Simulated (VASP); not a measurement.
Method: LDA (Ceperley-Alder, Perdew-Zunger), VASP's LDA PAW potentials (set 64) (plane waves; VASP).

Gaps are without spin-orbit coupling.

| Quantity | Value |
|---|---|
| volume per atom | 8.68 Å^3/atom |
| band gap (over mesh and band path) | 4.00 eV |
| smallest direct gap (over mesh and band path) | 4.44 eV |

Question: Which relaxed crystal gives these values?
(A) PbI2, P6_3mc (186)
(B) BAs, F-43m (216)
(C) CdF2, Fm-3m (225)
(D) BN, P6_3/mmc (194)

Answer: D, BN, P6_3/mmc (194)
